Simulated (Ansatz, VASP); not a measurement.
**Cross-check of CaSb2 between VASP and Ansatz**

Aim: how closely do two programs agree when they are given the same cell, functional and k mesh? The cell is taken from a series of VASP runs on this material, whose earlier steps may have relaxed, scaled or displaced it; both programs get it as it stands.

Main program and level: Ansatz 0.2.0; plane waves, with VASP 6.6.1 beside it; single point at r2SCAN and band structure at r2SCAN, spin-orbit coupling.

### Step 1. Starting point

It takes space group P2_1/m (No. 11, monoclinic). The conventional cell has a = 4.743 Å, b = 4.266 Å, c = 9.007 Å, α = 90.00°, β = 104.29°, γ = 90.00°. Ca has 9 Sb at 3.27 to 3.47 Å nearest. Sb has 2 Sb at 2.90 Å and 4 Ca at 3.28 to 3.47 Å nearest. Nearest to Sb lie 2 Sb at 2.97 Å and 5 Ca at 3.27 to 3.44 Å. Farther neighbours are not listed.

Structure file:

```xyz
6
Lattice="4.7417 0.0000 -0.1263 0.0000 4.2663 0.0000 -2.2871 0.0000 8.7926" Properties=species:S:1:pos:R:3 pbc="T T T"
Ca    1.4347    1.0666    2.4692
Ca    1.0199    3.1997    6.1971
Sb    3.7836    1.0666    0.0942
Sb   -1.3290    3.1997    8.5721
Sb   -1.3312    1.0666    5.4090
Sb    3.7858    3.1997    3.2573
```

### Step 2. VASP: single point, r2SCAN

With cell and atoms fixed, the geometry can't cause a difference; cores, projectors, grids and the points listed under the comparison can.

Lines of VASP's logs that name or quote its potential files are left out, and so is its time.

INCAR

```
SYSTEM = CaSb2
PREC = Accurate
ENCUT = 400
EDIFF = 1E-06
NELM = 100
ISMEAR = -5
SIGMA = 0.05
LREAL = .FALSE.
ALGO = Normal
METAGGA = R2SCAN
LASPH = .TRUE.
NBANDS = 36
LORBIT = 11
LWAVE = .FALSE.
LCHARG = .FALSE.
KPAR = 4
NEDOS = 2001
```

POSCAR

```
CaSb2
1.0
    4.7416837771      0.0000000000     -0.1263469933
    0.0000000000      4.2663206452      0.0000000000
   -2.2870997100      0.0000000000      8.7926201213
Ca Sb
2 4
Direct
    0.4410885557      0.2500000000      0.2871665724
    0.5589114443      0.7500000000      0.7128334276
    0.8087143576      0.2500000000      0.0223305380
    0.1912856424      0.7500000000      0.9776694620
    0.0160952902      0.2500000000      0.6154024184
    0.9839047098      0.7500000000      0.3845975816
```

KPOINTS

```
Automatic mesh
0
Gamma
7 8 4
0 0 0
```

Potentials, in the order of the species: Ca_sv and Sb (PBE family, release 64).

Command:

```console
> mpirun -np 4 vasp_std
```

Numbers of over 12 decimals in the logs are rounded to 6 here.

The program printed:

```text
[banner, memory and clock lines left out]
running    4 mpi-ranks, on    1 nodes
 distrk:  each k-point on    1 cores,    4 groups
 distr:  one band on    1 cores,    1 groups

 POSCAR found type information on POSCAR CaSb
 POSCAR found :  2 types and       6 ions
|                                                                             |
|               ----> ADVICE to this user running VASP <----                  |
|                                                                             |
|     You enforced a specific xc type in the INCAR file but a different       |
|     [... a line on the potential file left out ...]
|     I HOPE YOU KNOW WHAT YOU ARE DOING!                                     |
|                                                                             |

 LDA part: xc-table for (None), standard interpolation
 POSCAR, INCAR and KPOINTS ok, starting setup
 FFT: planning ... GRIDC
 FFT: planning ... GRID_SOFT
 FFT: planning ... GRID
 WAVECAR not read
 entering main loop
       N       E                     dE             d eps       ncg     rms          rms(c)
DAV:   1     0.152821620068E+03    0.15282E+03   -0.14778E+04  5456   0.813E+02
DAV:   2    -0.108265053414E+03   -0.26109E+03   -0.25352E+03  6264   0.239E+02
DAV:   3    -0.125701186412E+03   -0.17436E+02   -0.17161E+02  8368   0.511E+01
DAV:   4    -0.127196649068E+03   -0.14955E+01   -0.14668E+01  8788   0.115E+01
DAV:   5    -0.127254862527E+03   -0.58213E-01   -0.58202E-01  7304   0.211E+00    0.531E+00
DAV:   6    -0.121008300054E+03    0.62466E+01   -0.38663E+00  8972   0.857E+00    0.466E+00
DAV:   7    -0.121112247948E+03   -0.10395E+00   -0.42846E-01  7500   0.252E+00    0.259E+00
DAV:   8    -0.121136785689E+03   -0.24538E-01   -0.73993E-02  7956   0.142E+00    0.239E-01
DAV:   9    -0.121137083057E+03   -0.29737E-03   -0.36472E-03  7392   0.279E-01    0.112E-01
DAV:  10    -0.121137197192E+03   -0.11413E-03   -0.65481E-04  7592   0.983E-02    0.273E-02
DAV:  11    -0.121137220970E+03   -0.23778E-04   -0.69537E-05  8476   0.321E-02    0.234E-02
DAV:  12    -0.121137227758E+03   -0.67887E-05   -0.99780E-06  7464   0.136E-02    0.719E-03
DAV:  13    -0.121137229385E+03   -0.16266E-05   -0.38624E-06  5440   0.979E-03    0.202E-03
DAV:  14    -0.121137230223E+03   -0.83811E-06   -0.22627E-07  3496   0.282E-03
   1 F= -.12113723E+03 E0= -.12113723E+03  d E =0.000000E+00
|                                                                             |
|           W    W    AA    RRRRR   N    N  II  N    N   GGGG   !!!           |
|           W    W   A  A   R    R  NN   N  II  NN   N  G    G  !!!           |
|           W    W  A    A  R    R  N N  N  II  N N  N  G       !!!           |
|           W WW W  AAAAAA  RRRRR   N  N N  II  N  N N  G  GGG   !            |
|           WW  WW  A    A  R   R   N   NN  II  N   NN  G    G                |
|           W    W  A    A  R    R  N    N  II  N    N   GGGG   !!!           |
|                                                                             |
|     Tetrahedron method does not include variations of the Fermi             |
|     occupations, so forces and stress will be inaccurate. We suggest        |
|     using a different smearing scheme ISMEAR = 1 or 2 for metals in         |
|     relaxations.                                                            |
|                                                                             |
```

From OUTCAR (step 2):

```text
ion  position               nearest neighbor table
   1  0.441  0.250  0.287-   6 3.27   6 3.27   3 3.28   6 3.33   6 3.33   3 3.34   5 3.44   4 3.47
                             4 3.47
   2  0.559  0.750  0.713-   5 3.27   5 3.27   4 3.28   5 3.33   5 3.33   4 3.34   6 3.44   3 3.47
                             3 3.47
   3  0.809  0.250  0.022-   4 2.90   4 2.90   1 3.28   1 3.34   2 3.47   2 3.47   4 3.55   4 3.55

  LATTYP: Found a simple monoclinic cell.
 ALAT       =     4.7433668006
 B/A-ratio  =     0.8994287865
 C/A-ratio  =     1.8988999463
 COS(beta)  =    -0.2467890792

 Subroutine GETGRP returns: Found  4 space group operations
 (whereof  2 operations were pure point group operations)

The static configuration has the point symmetry S_2 .
 The point group associated with its full space group is C_2h.

 Found     75 irreducible k-points:

   k-points           NKPTS =     75   k-points in BZ     NKDIM =     75   number of bands    NBANDS=     36

   dimension x,y,z NGX =    32 NGY =   28 NGZ =   60
   dimension x,y,z NGXF=    64 NGYF=   56 NGZF=  120

   ENCUT  =  400.0 eV  29.40 Ry    5.42 a.u.   7.74  6.96 14.82*2*pi/ulx,y,z

   NELECT =      40.0000    total number of electrons

 k-points in reciprocal lattice and weights: Automatic mesh
   0.00000000  0.00000000  0.00000000       0.004
   0.14285714  0.00000000  0.00000000       0.009
   0.28571429  0.00000000  0.00000000       0.009
   0.42857143  0.00000000 -0.00000000       0.009
   0.00000000  0.12500000  0.00000000       0.009
   0.14285714  0.12500000  0.00000000       0.018
   0.28571429  0.12500000  0.00000000       0.018
   0.42857143  0.12500000 -0.00000000       0.018
   0.00000000  0.25000000  0.00000000       0.009
[...]
0.28571429  0.50000000  0.50000000       0.009
   0.42857143  0.50000000  0.50000000       0.009

 average (electrostatic) potential at core
       1 -48.2389       2 -48.2389       3 -91.6768       4 -91.6768       5 -91.6307
       6 -91.6307

 E-fermi :   6.2690

 k-point     1 :       0.0000    0.0000    0.0000
  band No.  band energies     occupation
    ...
     16       3.5868      2.00000
     17       3.6185      2.00000
     18       3.7947      2.00000
     19       5.4638      2.00000
     20       6.2322      2.00000
     21       6.6625      0.00000
     22       7.3359      0.00000
     23       7.3504      0.00000
     24       8.1521      0.00000
     25       8.6072      0.00000
    ...

 k-point     2 :       0.1429    0.0000    0.0000
  band No.  band energies     occupation
    ...
     16       3.5398      2.00000
     17       3.6456      2.00000
     18       3.8387      2.00000
     19       5.3268      2.00000
     20       6.0828      2.00000
     21       6.7358      0.00000
     22       7.0574      0.00000
     23       7.5358      0.00000
     24       8.1678      0.00000
     25       8.7660      0.00000
    ...

 k-point     3 :       0.2857    0.0000    0.0000
  band No.  band energies     occupation
    ...
     16       3.6128      2.00000
     17       4.0383      2.00000
     18       4.4570      2.00000
     19       4.6231      2.00000
     20       6.1626      1.99695
     21       6.5778     -0.00758
     22       6.6925      0.00000
     23       7.6057      0.00000
     24       8.1074      0.00000
     25       8.5481      0.00000
    ...

  Total        0.2208885     -0.3038943      0.2387108      0.0000000      0.0000000      0.0664956
  in kB        2.0035484     -2.7564449      2.1652039      0.0000000      0.0000000      0.6031423
  external PRESSURE =       0.4707691 kB  Pullay stress =       0.0000000 kB

  energy-cutoff  :      400.00
  volume of cell :      176.64
      direct lattice vectors                 reciprocal lattice vectors
     4.741683777  0.000000000 -0.126346993     0.212367478  0.000000000  0.055240144
     0.000000000  4.266320645  0.000000000     0.000000000  0.234394009  0.000000000
    -2.287099710  0.000000000  8.792620121     0.003051649  0.000000000  0.114525524

 POSITION                                       TOTAL-FORCE (eV/Angst)
 -----------------------------------------------------------------------------------
      1.43472      1.06658      2.46922         0.012885      0.000000     -0.024084
      1.01986      3.19974      6.19706        -0.012885      0.000000      0.024084
      3.78360      1.06658      0.09417        -0.037309      0.000000     -0.069839
     -1.32901      3.19974      8.57211         0.037309      0.000000      0.069839
     -1.33117      1.06658      5.40897         0.021886      0.000000     -0.035197
      3.78575      3.19974      3.25731        -0.021886      0.000000      0.035197
 -----------------------------------------------------------------------------------
    total drift:                                0.000000      0.000000     -0.000000

  FREE ENERGIE OF THE ION-ELECTRON SYSTEM (eV)
  ---------------------------------------------------
  free  energy   TOTEN  =      -121.1372302230 eV

  energy  without entropy=     -121.1372302230  energy(sigma->0) =     -121.13723022

 total charge
# of ion       s       p       d       tot
------------------------------------------
    1        2.024   5.841   0.242   8.108
    2        2.024   5.841   0.242   8.108
    3        1.163   1.238   0.028   2.428
    4        1.163   1.238   0.028   2.428
    5        1.156   1.268   0.025   2.449
    6        1.156   1.268   0.025   2.449
--------------------------------------------------
tot          8.685  16.694   0.590  25.969

[... 3 further parts left out ...]
```

With tetrahedra the forces and stress of a metal are not exact derivatives of the energy.

### Step 3. Ansatz: single point, r2SCAN

Ansatz runs on its default PAW (the set named soft_2) files.

The same cell, functional, mesh and smearing now go to Ansatz, which takes its cutoff from its data sets.

input.yaml

```yaml
crystal:
  lattice:
    - [4.7416837771, 0.0, -0.1263469933]
    - [0.0, 4.2663206452, 0.0]
    - [-2.28709971, 0.0, 8.7926201213]
  atoms:
    - { symbol: Ca, position: [0.4410885557, 0.25, 0.2871665724] }
    - { symbol: Ca, position: [0.5589114443, 0.75, 0.7128334276] }
    - { symbol: Sb, position: [0.8087143576, 0.25, 0.022330538] }
    - { symbol: Sb, position: [0.1912856424, 0.75, 0.977669462] }
    - { symbol: Sb, position: [0.0160952902, 0.25, 0.6154024184] }
    - { symbol: Sb, position: [0.9839047098, 0.75, 0.3845975816] }
hamiltonian:
  xc: r2scan
  pseudopotentials: { kind: paw }
kpoints:
  mp_grid: { grid: [7, 8, 4] }
scf:
  occupations: { method: tetrahedron }
output:
  forces: true
  stress: true
  write_density: true
  write_potential: true
  elf: true
  volumetric_format: npy
```

Command:

```console
> ansatz run input.yaml --threads 4 --pin off --max-ram 9216MiB --backend cpu --events-out ev --progress --plain --runs-dir out
```

The program printed:

```text
Warning: output.forces, output.stress, relax.cell or npt_langevin: where a Kohn–Sham band that disperses or a degenerate level is filled in part under the method tetrahedron, the forces or the stress that this run publishes need not agree with its energy (scf.occupations.method in the input reference, under Limitations); prefer a smearing scheme for the forces or the stress
Engine: ansatz 0.2.0, aarch64-unknown-linux-gnu
Pseudopotentials: kind: paw
Pseudopotential: Ca, paw, valence charge 10, recommended cutoff 500 eV (meta_gga), Ca.paw.azcp
Pseudopotential: Sb, paw, valence charge 15, recommended cutoff 500 eV (meta_gga), Sb.paw.azcp
Functional definition: r2SCAN
  parameter k0 = 0.174
  parameter k1 = 0.065
  parameter a1 = 4.9479
  exchange = r2scan_x(k0 = k0, k1 = k1, a1 = a1)
  correlation = r2scan_c
Crystal: 6 atoms, lattice volume = 176.638 Å³
Basis set: ecut = 500 eV, 4483 PW (Γ), exchange–correlation on 144×128×288 points (64 copies of the dense FFT grid, shifted against one another)
Bands: 48, of which v1, the nominal top of the filled ones, is band 40 counted from 1 (39 counted from 0)
Symmetry: 4 space group operations
Space group: P21/m (ITA 11), of the structure as read, at distance tolerance 5.6e-5 Å
k-points: 75 of 224
Non-local potential: Ca, projectors of the file, l = 0: 3, l = 1: 2, l = 2: 2
Non-local potential: Sb, projectors of the file, l = 0: 2, l = 1: 2, l = 2: 2, l = 3: 2
PAW form: soft (Blöchl's): semilocal exchange-correlation on the pseudo side does not see the compensation charge
PAW frozen core: Ca, regenerated for the run's functional (the file was generated under x = pbe(κ = 0.804, μ = 0.219515), c = pbe(β = 0.066725))
PAW frozen core: Sb, regenerated for the run's functional (the file was generated under x = pbe(κ = 0.804, μ = 0.219515), c = pbe(β = 0.066725))
PAW one-centre angular grid: Ca, 302 points (default); XC on 160 Gauss nodes
PAW one-centre angular grid: Sb, 590 points (default); XC on 160 Gauss nodes
Initial density: superposition of atomic densities (neutral atoms: chi_scale 0, normalization atom), corrected by the library's trained network
Initial wavefunctions: pseudopotential atomic-orbital guess
Functional: x = r2scan, c = r2scan; τ floored in thin density (d = 2e-4 eV/Å³)
SCF iter   1: F=—  HF=-29644.052238 eV  |F-HF|=—  |Δ(HF+E_count)|=         —  Δρ=6.12e-3  dr2=7.85e-2  dr2_τ=9.43e-3  ethr=1.77e-3  ⟨swp⟩=11.7  Hψ=18187  notcnv=0  defer=1
preconditioner: auto → Kerker (q_TF=auto, 2.391 Å⁻¹)  [metal: no gap  n_scr=44 (ndim 8)  ℏωp=13.7 eV  f_vac=0.000]
SCF iter   2: F=—  HF=-29644.177898 eV  |F-HF|=—  |Δ(HF+E_count)|=   1.26e-1  Δρ=3.90e-3  dr2=4.01e-2  dr2_τ=3.00e-4  ethr=9.81e-5  ⟨swp⟩=3.4  Hψ=6298  notcnv=0  defer=210
SCF iter   3: F=—  HF=-29644.172052 eV  |F-HF|=—  |Δ(HF+E_count)|=   5.85e-3  Δρ=7.52e-4  dr2=1.64e-3  dr2_τ=1.66e-4  ethr=5.01e-5  ⟨swp⟩=3.5  Hψ=5585  notcnv=0  defer=210
SCF iter   4: F=—  HF=-29644.172623 eV  |F-HF|=—  |Δ(HF+E_count)|=   5.70e-4  Δρ=2.70e-4  dr2=1.84e-4  dr2_τ=5.67e-6  ethr=2.05e-6  ⟨swp⟩=3.1  Hψ=5041  notcnv=0  defer=210
SCF iter   5: F=—  HF=-29644.172670 eV  |F-HF|=—  |Δ(HF+E_count)|=   4.75e-5  Δρ=7.61e-5  dr2=1.93e-5  dr2_τ=3.59e-7  ethr=2.30e-7  ⟨swp⟩=3.1  Hψ=5810  notcnv=0  defer=210
SCF iter   6: F=—  HF=-29644.172785 eV  |F-HF|=—  |Δ(HF+E_count)|=   1.14e-4  Δρ=3.20e-5  dr2=4.78e-6  dr2_τ=5.47e-8  ethr=2.41e-8  ⟨swp⟩=3.3  Hψ=5727  notcnv=0  defer=210
SCF iter   7: F=—  HF=-29644.172786 eV  |F-HF|=—  |Δ(HF+E_count)|=   1.21e-6  Δρ=1.26e-5  dr2=1.35e-6  dr2_τ=8.20e-9  ethr=5.97e-9  ⟨swp⟩=2.9  Hψ=4662  notcnv=0  defer=210
SCF iter   8: F=—  HF=-29644.172786 eV  |F-HF|=—  |Δ(HF+E_count)|=   3.11e-7  Δρ=4.35e-6  dr2=1.63e-7  dr2_τ=1.67e-9  ethr=1.69e-9  ⟨swp⟩=3.1  Hψ=5049  notcnv=0  defer=210
SCF iter   9: F=-29644.172785 eV  HF=-29644.172785 eV  |F-HF|=2.68e-8  |Δ(HF+E_count)|=   4.56e-7  Δρ=1.97e-6  dr2=3.81e-8  dr2_τ=6.02e-10  ethr=1.25e-10  ⟨swp⟩=14.2  Hψ=24418  notcnv=0
SCF 1 converged in 9 iterations: F = -29644.172785 eV  dr2 = 3.81e-8
  greatest PAW one-centre occupation: 0.994 electrons in one spin orbital (limit 2), on the Ca atom at site 1 (counted from 0), in its partial waves of l = 0
SCF converged after 9 iterations
Stability not checked: this state was not tested for a lower state beside it, because cold or Methfessel-Paxton smearing, or corrected tetrahedra, fill the levels in a way that the test cannot read (fill_not_monotonic; see scf.lower_state_search)
Free energy (F): -29644.172785 eV
Harris-Foulkes:  -29644.172785 eV  (|F-HF|=2.68e-8)
Internal energy: -29644.172653 eV  (E = F + TS)
E sigma→0 (E₀):  -29644.172785 eV
Entropy (-TS):   -0.000132 eV (-0.022 meV/atom)
Fermi energy:    9.593085 eV
--- Per-component energies (eV) ---
  E_band       = -1010.449693
  E_kinetic    = 1382.175498
  E_local      = -7949.382098  (includes V_loc(G=0)·N_el)
  E_nonlocal   = 1579.174631
  E_hartree    = 3439.631852
  E_xc         = -783.469376
  E_vxc        = -799.325279  (∫ρ·V_xc dr)
  E_paw        = -20137.136135  (= ΣΔE_a)
  E_vpaw       = -2153.262272  (= ΣTr[D̂ρ^β])
  E_aug_tail   = -0.000011  (compensation charges beyond the density's cutoff)
  E_vtau       = 50.906891  (kinetic-family band-sum trace: ∫τ·v_τ [+ j·A + Jᵃ·Aᵃ] dr)
  E_ewald      = -7176.749832
  E_core_change = 1.582817  (= ΣΔE_core)
  E_smearing   = -0.000132  (= −TS)
  E_closure    = 0.000000  (closes the sum)
  Σ components = -29644.172785   (vs F -29644.172785, Δ=0.00e0)
--- Forces (eV/Å), atoms counted from 1 ---
  atom   1  Ca     0.01443381     0.00000000    -0.02578036
  atom   2  Ca    -0.01443381    -0.00000000     0.02578036
  atom   3  Sb     0.00323937    -0.00000000    -0.07627851
  atom   4  Sb    -0.00323937     0.00000000     0.07627851
  atom   5  Sb     0.02705021     0.00000000    -0.07048848
  atom   6  Sb    -0.02705021    -0.00000000     0.07048848
  max |Σ_I F_I| component: 0.00e0 eV/Å
--- Stress (GPa, compression-positive) ---
        0.012518      -0.000000       0.058408
       -0.000000      -0.484922      -0.000000
        0.058408      -0.000000       0.059001
  P = ⅓ Tr σ = -0.1378 GPa (-1.378 kbar)
--- Band table (eV; the first three rows and the last of 75) ---
  k-point 0: bands = [... 36 lower, 6.9360, 7.1284, 8.7876, 9.5485, 10.0032, 10.6491, 10.6843, 11.4742, ... 4 higher]
  k-point 1: bands = [... 36 lower, 7.0560, 7.7405, 8.8346, 9.2409, 10.1515, 10.7884, 10.8102, 11.3442, ... 4 higher]
  k-point 2: bands = [... 36 lower, 6.9704, 8.4652, 8.5405, 9.1551, 10.4080, 10.5278, 10.9477, 11.3087, ... 4 higher]
  k-point 74: bands = [... 36 lower, 6.6466, 6.6466, 7.6846, 7.6846, 10.6554, 10.6554, 12.2834, 12.2834, ... 4 higher]
```

Elapsed: 27 s, on 4 threads of Arm Neoverse V1, shared host; peak memory 1.2 GiB.

The run ends at a pressure of -0.14 GPa, with forces up to 0.076 eV/Å.

### Step 4. Side by side

Known differences besides the potentials themselves: VASP keeps PBE cores, Ansatz makes them for the functional; the data sets hold 80 valence electrons in Ansatz (default PAW (the set named soft_2) files) and 40 in VASP; the cutoff is 500 eV in Ansatz and 400 eV in VASP. Total energies have different zeros and are not compared.

Compared:

| quantity | Ansatz | VASP | difference |
| --- | --- | --- | --- |
| pressure (GPa) | -0.14 | 0.05 | -0.18 |

Forces (eV/Å; atoms numbered as in POSCAR):

| atom | Ansatz x, y, z | VASP x, y, z |
| --- | --- | --- |
| Ca1 | 0.014, 0.000, -0.026 | 0.013, 0.000, -0.024 |
| Ca2 | -0.014, 0.000, 0.026 | -0.013, 0.000, 0.024 |
| Sb3 | 0.003, 0.000, -0.076 | -0.037, 0.000, -0.070 |
| Sb4 | -0.003, 0.000, 0.076 | 0.037, 0.000, 0.070 |
| Sb5 | 0.027, 0.000, -0.070 | 0.022, 0.000, -0.035 |
| Sb6 | -0.027, 0.000, 0.070 | -0.022, 0.000, 0.035 |

The forces differ by 18 meV/Å r.m.s., which is 58.2 % of the r.m.s. force of 0.03 eV/Å (both taken over all components).

### Step 5. Further runs

Further runs change the set-up of one program: Ansatz's method, potentials or start, or VASP's data sets, cutoff or form of LDA. The table gives Ansatz less VASP for each quantity, since a change that brings one quantity closer may part another.

| run | r.m.s. force difference (meV/Å) | pressure (GPa) |
| --- | --- | --- |
| as above | 18 | -0.18 |
| cores kept as stored | 18 | -0.18 |
| Ansatz's larger PAW set (cutoff 620 eV) | 18 | -0.18 |

[end of part 1 of 2]

[Lines on the potential files, build, host, timing and source positions are cut from VASP's logs without a mark.]

[Logs are printed without paths, hosts, clocks, repeated set-up lines and the standing remarks that a program may print on its own settings, such as how far it seeks lower states.]

[Hosts, paths, dates, database ids (printed as entryN), source tags and the programs' standing remarks are cut or masked in the printed files.]
